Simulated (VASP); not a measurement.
Energy against volume of PbTe (rock salt). These are r2SCAN meta-GGA, VASP's PBE PAW potentials (set 64) (plane waves; VASP) values and carry that method's errors. Run with 520 eV cut-off, 7×7×7 Γ-centred mesh, Gaussian smearing of 0.050 eV, potentials Te Pb_d.

```tsv
V (Å³/atom)	E (eV/atom)
33.820	-41.34868
34.866	-41.35335
35.912	-41.34972
36.958	-41.33904
```

Fit these four points and predict the energy of the run at 32.774 Å³/atom.

A cubic in V^(−2/3), the third-order Birch-Murnaghan form, passes through the four points with V0 = 34.90 Å³/atom and B0 = 42 GPa, and gives -41.3342 eV/atom there. The run gave -41.3342 eV/atom, +0.0 meV/atom from the fit; all five points give B0 = 42 GPa.

The compound is PbTe in the rock salt structure. It was relaxed first.
